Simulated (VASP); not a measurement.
Here is the system:

```
MgS
1.0
    0.00000     2.57246     2.57246
    2.57246     0.00000     2.57246
    2.57246     2.57246     0.00000
Mg S
1 1
Cartesian
  0.00000   0.00000   0.00000
  2.57246   2.57246   2.57246
```

Method: PBE GGA, VASP's PBE PAW potentials (set 64) (plane waves; VASP). Run with 480 eV cut-off, 8×8×8 Γ-centred mesh, Gaussian smearing of 0.050 eV, potentials Mg S.

Give the stress tensor in GPa (positive for a compressed cell).

```
3.70  0.00  0.00
0.00  3.70  0.00
0.00  0.00  3.70
```
The pressure is its mean diagonal, 3.70 GPa.

The compound is MgS in the rock salt structure. This cell was strained or had an atom moved on purpose.
